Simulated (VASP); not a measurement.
Input:

```
CELL_PARAMETERS angstrom
      4.79254     0.00000     0.00000
      0.00000     4.79254     0.00000
      0.00000     0.00000     4.79254
ATOMIC_POSITIONS crystal
  Ag 0.75000 0.25000 0.75000
  Ag 0.25000 0.75000 0.75000
  Ag 0.75000 0.75000 0.25000
  Ag 0.25000 0.25000 0.25000
  O  0.00000 0.00000 0.00000
  O  0.50000 0.50000 0.50000
```

Calculation: PBE GGA with D3 dispersion (zero damping), VASP's PBE PAW potentials (set 64) (plane waves; VASP 6.6.1). Run with 520 eV cut-off, Gaussian smearing of 0.050 eV, potentials Ag O.

Question: Give the energies of bands 18 to 31 at the high-symmetry points, in eV from the Fermi level.

Answer: 
```csv
band,Γ,X,M,R
18,-2.87,-2.98,-3.16,-2.88
19,-2.87,-2.85,-2.95,-2.88
20,-2.68,-2.85,-2.95,-2.67
21,-2.68,-2.64,-2.84,-2.67
22,-2.68,-2.64,-2.84,-2.67
23,-2.54,-2.46,-1.87,-2.61
24,-2.54,-2.46,-1.87,-2.61
25,-2.54,-1.51,-1.52,-1.73
26,-0.03,-1.51,-1.52,-0.65
27,0.00,-0.43,-0.77,-0.65
28,0.00,-0.43,-0.77,-0.65
29,0.00,2.04,2.12,2.70
30,2.19,2.04,2.12,2.70
31,2.19,4.78,3.71,2.70
```

It has no gap at this level: it comes out as a metal or semimetal.

The compound is Ag2O in the cuprite structure. It was relaxed first.
